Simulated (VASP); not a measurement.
# MgAu: convergence with the k-mesh and SCF threshold

How sensitive are energy, pressure and forces of MgAu to the k-mesh and SCF threshold? The atoms are off their equilibrium sites, so that forces can be compared too. The series runs use LDA. The k-mesh tried: 2 2 2; 3 3 3; 4 4 4; 5 5 5; 6 6 6; 8 8 8; 10 10 10; 13 13 13. The SCF threshold tried: EDIFF = 0.01; EDIFF = 0.001; EDIFF = 1E-04; EDIFF = 1E-05; EDIFF = 1E-06; EDIFF = 1E-08. The atoms of the start are displaced at random from the sites of a Pm-3m cell.

Calculated with VASP 6.6.1; LDA; plane waves and PAW (Mg, Au).

Report form: the programs' logs are mostly left out.

The database entry behind the starting cell differs from later determinations by our own check (0.1 to 0.3 % short, probably kX units), so it need not match the best structure at ambient conditions.

**1. The starting structure**

It takes space group P1 (No. 1, triclinic). Conventional cell: a = 3.259 Å, b = 3.259 Å, c = 3.259 Å, α = 90.00°, β = 90.00°, γ = 90.00°. Mg has 8 Au at 2.74 to 2.91 Å nearest. Nearest to Au lie 8 Mg at 2.74 to 2.91 Å. Farther neighbours are not listed.

Structure file:

```
Mg Au
1.0
     3.25900    0.00000    0.00000
     0.00000    3.25900    0.00000
     0.00000    0.00000    3.25900
Mg Au
1 1
Direct
  0.52195 0.52214 0.49012
  0.99242 0.01561 0.00015
```

**2. K-mesh: 2 2 2**

The sum over the zone converges with the mesh, fast for insulators and slowly for metals. LDA, the lowest rung, knows the local density alone.

The input, INCAR:

```
SYSTEM = MgAu
PREC = Accurate
ENCUT = 400
EDIFF = 1E-06
NELM = 100
ISMEAR = -1
SIGMA = 0.05
LREAL = .FALSE.
ALGO = Normal
GGA = CA
NBANDS = 12
LASPH = .TRUE.
LORBIT = 11
LWAVE = .FALSE.
LCHARG = .FALSE.
NCORE = 2
ISIF = 2
```

The input, POSCAR:

```
MgAu
1.0
    3.2590000000      0.0000000000      0.0000000000
    0.0000000000      3.2590000000      0.0000000000
    0.0000000000      0.0000000000      3.2590000000
Mg Au
1 1
Direct
    0.5219470000      0.5221410000      0.4901230000
   -0.0075760000      0.0156050000      0.0001470000
```

The input, KPOINTS:

```
Automatic mesh
0
Gamma
2 2 2
0 0 0
```

PAW data sets: Mg and Au (PBE family, release 64).

The run is started by

```bash
> mpirun -np 2 vasp_std
```

The job ended after 1.8 s (2 MPI ranks of Intel Xeon Platinum 8259CL at 2.50GHz (Skylake/Cascade Lake), shared host; peak memory 0.21 GiB; 2.7 s of CPU time).

This run has no spin polarisation. Its electron count is odd, so without a moment it is a metal by construction. The PAW data sets were made with PBE, though LDA sets exist; this is a small mismatch.

Numbers from this step:

```
SCF cycles              : 11
electrons               : 13
bands                   : 12
irreducible k-points    : 8
symmetry operations     : 1
free energy (TOTEN)     : -6.394 eV
energy at zero smearing : -6.377 eV
Fermi energy            : 5.326 eV
pressure                : -0.3770 GPa
metallic                : yes
```

The series starts at -3.1884 eV an atom and -0.38 GPa, after 11 cycles in 1.8 s.

**3. K-mesh: 3 3 3**

INCAR: that of step 2 with these lines changed.

```diff
@@ -15,3 +15,3 @@
 LCHARG = .FALSE.
-NCORE = 2
+KPAR = 2
 ISIF = 2
```

POSCAR is that of step 2.

The input, KPOINTS:

```
Automatic mesh
0
Gamma
3 3 3
0 0 0
```

The run is started by

```bash
> mpirun -np 2 vasp_std
```

The job ended after 2.4 s (2 MPI ranks; peak memory 0.23 GiB).

Against the run before the energy moves by -402.15 meV an atom and the pressure by -3.08 GPa, after 11 cycles in 2.4 s.

**4. K-mesh: 4 4 4**

INCAR is that of step 3.

POSCAR is that of step 3.

The input, KPOINTS:

```
Automatic mesh
0
Gamma
4 4 4
0 0 0
```

The run is started by

```bash
> mpirun -np 2 vasp_std
```

Elapsed: 4.2 s, on 2 MPI ranks; peak memory 0.24 GiB.

Against the run before the energy moves by -207.32 meV an atom and the pressure by +2.07 GPa, after 11 cycles in 4.2 s.

**5. K-mesh: 5 5 5**

INCAR is that of step 4.

POSCAR is that of step 4.

The input, KPOINTS:

```
Automatic mesh
0
Gamma
5 5 5
0 0 0
```

The run is started by

```bash
> mpirun -np 2 vasp_std
```

Elapsed: 5.6 s, on 2 MPI ranks; peak memory 0.26 GiB; 9.1 s of CPU time.

Against the run before the energy moves by +52.68 meV an atom and the pressure by -0.84 GPa, after 11 cycles in 5.6 s.

**6. K-mesh: 6 6 6**

INCAR is that of step 5.

POSCAR is that of step 5.

The input, KPOINTS:

```
Automatic mesh
0
Gamma
6 6 6
0 0 0
```

The run is started by

```bash
> mpirun -np 2 vasp_std
```

Wall time 8.4 s (2 MPI ranks); peak memory 0.29 GiB; 14 s of CPU time.

Against the run before the energy moves by +12.13 meV an atom and the pressure by -0.23 GPa, after 11 cycles in 8.4 s.

**7. K-mesh: 8 8 8**

INCAR is that of step 6.

POSCAR is that of step 6.

The input, KPOINTS:

```
Automatic mesh
0
Gamma
8 8 8
0 0 0
```

The run is started by

```bash
> mpirun -np 2 vasp_std
```

The job ended after 17 s (2 MPI ranks; peak memory 0.38 GiB; 30 s of CPU time).

Against the run before the energy moves by -13.55 meV an atom and the pressure by -0.03 GPa, after 11 cycles in 17 s.

**8. K-mesh: 10 10 10**

INCAR is that of step 7.

POSCAR is that of step 7.

The input, KPOINTS:

```
Automatic mesh
0
Gamma
10 10 10
0 0 0
```

The run is started by

```bash
> mpirun -np 2 vasp_std
```

The job ended after 32 s (2 MPI ranks; peak memory 0.54 GiB; 56 s of CPU time).

Against the run before the energy moves by -11.11 meV an atom and the pressure by -0.44 GPa, after 11 cycles in 32 s.

**9. K-mesh: 13 13 13**

INCAR is that of step 8.

POSCAR is that of step 8.

The input, KPOINTS:

```
Automatic mesh
0
Gamma
13 13 13
0 0 0
```

The run is started by

```bash
> mpirun -np 2 vasp_std
```

Run time: 64 s. Hardware: 2 MPI ranks; peak memory 0.88 GiB.

Against the run before the energy moves by +7.15 meV an atom and the pressure by +0.04 GPa, after 11 cycles in 64 s.

**10. The k-mesh series as a table**

This step: convergence of LDA results with the mesh; plane waves and PAW (VASP 6.6.1).

Derived from the runs above.

Differences are taken from the run with 13 13 13. Results of the series, by row:

| setting | status | energy less the reference (meV/atom) | pressure (GPa) | largest force difference (meV/Å) | SCF cycles | wall time (s) |
| --- | --- | --- | --- | --- | --- | --- |
| 2 2 2 | converged | 562.2 | -0.377 | 54.59 | 11 | 1.8 |
| 3 3 3 | converged | 160 | -3.461 | 16.54 | 11 | 2.4 |
| 4 4 4 | converged | -47.3 | -1.39 | 47.35 | 11 | 4.2 |
| 5 5 5 | converged | 5.382 | -2.226 | 0.253 | 11 | 5.6 |
| 6 6 6 | converged | 17.51 | -2.455 | 2.91 | 11 | 8.4 |
| 8 8 8 | converged | 3.957 | -2.483 | 3.887 | 11 | 17.4 |
| 10 10 10 | converged | -7.148 | -2.921 | 0.727 | 11 | 32 |
| 13 13 13 | converged | 0 | -2.884 | 0 | 11 | 64 |

**11. SCF threshold: EDIFF = 0.01**

This step: LDA; plane waves and PAW (Mg, Au) (VASP 6.6.1).

EDIFF stops the electronic loop; forces need it tighter than energies do.

INCAR: that of step 9 with these lines changed.

```diff
@@ -3,3 +3,3 @@
 ENCUT = 400
-EDIFF = 1E-06
+EDIFF = 0.01
 NELM = 100
```

POSCAR is that of step 9.

The input, KPOINTS:

```
Automatic mesh
0
Gamma
7 7 7
0 0 0
```

The run is started by

```bash
> mpirun -np 2 vasp_std
```

It took 8.6 s on 2 MPI ranks; peak memory 0.32 GiB.

The k-mesh is coarse for a metal.

This step gave:

```yaml
scf_cycles: 9
irreducible_k_points: 172
free_energy_toten: -7.530 eV
energy_at_zero_smearing: -7.528 eV
fermi_energy: 6.670 eV
pressure: -3.415 GPa
```

The series starts at -3.7638 eV an atom and -3.41 GPa, after 9 cycles in 8.6 s.

**12. SCF threshold: EDIFF = 0.001**

INCAR: that of step 11 with these lines changed.

```diff
@@ -3,3 +3,3 @@
 ENCUT = 400
-EDIFF = 0.01
+EDIFF = 0.001
 NELM = 100
```

POSCAR is that of step 11.

KPOINTS is that of step 11.

The run is started by

```bash
> mpirun -np 2 vasp_std
```

Run time: 8.6 s. Hardware: 2 MPI ranks; peak memory 0.32 GiB.

Against the run before the energy stays within 0.01 meV an atom; the pressure moves by -0.03 GPa, after 9 cycles in 8.6 s.

**13. SCF threshold: EDIFF = 1E-04**

INCAR: that of step 12 with these lines changed.

```diff
@@ -3,3 +3,3 @@
 ENCUT = 400
-EDIFF = 0.001
+EDIFF = 1E-04
 NELM = 100
```

POSCAR is that of step 12.

KPOINTS is that of step 12.

The run is started by

```bash
> mpirun -np 2 vasp_std
```

It took 9.4 s on 2 MPI ranks; peak memory 0.33 GiB; 18 s of CPU time.

Against the run before the energy stays within 0.01 meV an atom; the pressure moves by +0.01 GPa, after 9 cycles in 9.4 s.

**14. SCF threshold: EDIFF = 1E-05**

INCAR: that of step 13 with these lines changed.

```diff
@@ -3,3 +3,3 @@
 ENCUT = 400
-EDIFF = 1E-04
+EDIFF = 1E-05
 NELM = 100
```

POSCAR is that of step 13.

KPOINTS is that of step 13.

The run is started by

```bash
> mpirun -np 2 vasp_std
```

It took 10 s on 2 MPI ranks; peak memory 0.33 GiB.

Against the run before the energy stays within 0.01 meV an atom; the pressure moves by +0.10 GPa, after 10 cycles in 10 s.

**15. SCF threshold: EDIFF = 1E-06**

INCAR: that of step 14 with these lines changed.

```diff
@@ -3,3 +3,3 @@
 ENCUT = 400
-EDIFF = 1E-05
+EDIFF = 1E-06
 NELM = 100
```

POSCAR is that of step 14.

KPOINTS is that of step 14.

The run is started by

```bash
> mpirun -np 2 vasp_std
```

The job ended after 11 s (2 MPI ranks; peak memory 0.33 GiB).

Against the run before the energy stays within 0.01 meV an atom; the pressure moves by +0.01 GPa, after 11 cycles in 11 s.

**16. SCF threshold: EDIFF = 1E-08**

INCAR: that of step 15 with these lines changed.

```diff
@@ -3,3 +3,3 @@
 ENCUT = 400
-EDIFF = 1E-06
+EDIFF = 1E-08
 NELM = 100
```

POSCAR is that of step 15.

KPOINTS is that of step 15.

The run is started by

```bash
> mpirun -np 2 vasp_std
```

Run time: 12 s. Hardware: 2 MPI ranks; peak memory 0.33 GiB.

Against the run before the energy stays within 0.01 meV an atom; the pressure moves by +0.01 GPa, after 13 cycles in 12 s.

**17. The SCF threshold series as a table**

This step: convergence of LDA results with the threshold; plane waves and PAW (VASP 6.6.1).

Derived from the runs above.

Differences are taken from the run with EDIFF = 1E-08. Results of the series, by row:

| setting | status | energy less the reference (meV/atom) | pressure (GPa) | largest force difference (meV/Å) | SCF cycles | wall time (s) |
| --- | --- | --- | --- | --- | --- | --- |
| EDIFF = 0.01 | converged | -0.00242 | -3.415 | 1.242 | 9 | 8.6 |
| EDIFF = 0.001 | converged | -0.002885 | -3.441 | 1.285 | 9 | 8.6 |
| EDIFF = 1E-04 | converged | -0.003455 | -3.433 | 0.096 | 9 | 9.4 |
| EDIFF = 1E-05 | converged | -2.10e-4 | -3.335 | 1.149 | 10 | 10.2 |
| EDIFF = 1E-06 | converged | -5.00e-5 | -3.324 | 0.188 | 11 | 10.6 |
| EDIFF = 1E-08 | converged | 0 | -3.314 | 0 | 13 | 12.4 |

**18. Outcome**

| Quantity | Value |
| --- | --- |
| k-mesh from which the energy stays within 10 meV/atom of the reference | 8 8 8 |
| k-mesh from which the energy stays within 1 meV/atom of the reference | none before the reference itself |
| k-mesh from which the pressure stays within 0.2 GPa of the reference | 10 10 10 |
| spread of the pressure over the k-mesh | 3.08 GPa |
| spread of the energy over the k-mesh | 609 meV/atom |
| SCF threshold from which the energy stays within 10 meV/atom of the reference | EDIFF = 0.01 |
| SCF threshold from which the energy stays within 1 meV/atom of the reference | EDIFF = 0.01 |
| SCF threshold from which the pressure stays within 0.2 GPa of the reference | EDIFF = 0.01 |
| spread of the pressure over the SCF threshold | 0.127 GPa |
| spread of the energy over the SCF threshold | 0.00346 meV/atom |

In words: No run before the reference (13 13 13) settles within 1 meV an atom of it; the nearest step is off by -7.1 meV an atom, -0.04 GPa, 0.7 meV/Å in forces. The pressure holds within 0.2 GPa from 10 10 10 on. The energy swings above and below the reference, since the sum over k-points is not variational. A metal's Fermi surface slows this convergence. From EDIFF = 0.01 on, the energy stays within 1 meV an atom of the reference, at 69 % of its time. The pressure holds within 0.2 GPa from EDIFF = 0.01 on. The loosest stop saves 4 of 13 cycles and costs -0.0 meV an atom, -0.10 GPa, 1.2 meV/Å in forces. Differences are taken from the run with 13 13 13, which is itself not the exact limit. The runs at 2 2 2; 3 3 3; 4 4 4 are over 30 meV an atom or 2 GPa off and describe the material poorly.

[Lines on the potential files, build, host, timing and source positions are cut from VASP's logs without a mark.]

[Logs are printed without paths, hosts, clocks, repeated set-up lines and the standing remarks that a program may print on its own settings, such as how far it seeks lower states.]

[Hosts, paths, dates, database ids (printed as entryN), source tags and the programs' standing remarks are cut or masked in the printed files.]

[A measured line is paired with the nearest computed mode of its activity, which favours agreement.]
